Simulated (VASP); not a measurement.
A convergence study with VASP on KI (rock salt): one setting is varied, all else stays as given below, so the limit is that of these other settings. ε∞ is the independent-particle value.

```
CELL_PARAMETERS angstrom
      0.00000     3.53500     3.53500
      3.53500     0.00000     3.53500
      3.53500     3.53500     0.00000
ATOMIC_POSITIONS crystal
  K  0.00000 0.00000 0.00000
  I  0.50000 0.50000 0.50000
```

Calculation: PBE GGA, VASP's PBE PAW potentials (set 64) (plane waves; VASP). The tightest run used: 550 eV cut-off, 5×5×5 Γ-centred mesh, Gaussian smearing of 0.050 eV, potentials K_sv I.

```tsv
setting	mean ε∞	bands
NBANDS = 9	1.76	9
NBANDS = 10	2.16	10
NBANDS = 12	2.64	12
NBANDS = 16	2.96	16
```

Task: These are the cheaper rows. Estimate the results at NBANDS = 136, and how far the last row shown lies from them.

Result: 
```tsv
quantity	tightest run	last row shown is off by
mean ε∞	3.21	-0.25
```

Left out are rungs that failed or repeat a setting and relaxations that didn't move; long series are thinned to 24 rows.

The compound is KI in the rock salt structure. The cell was not relaxed at this level.
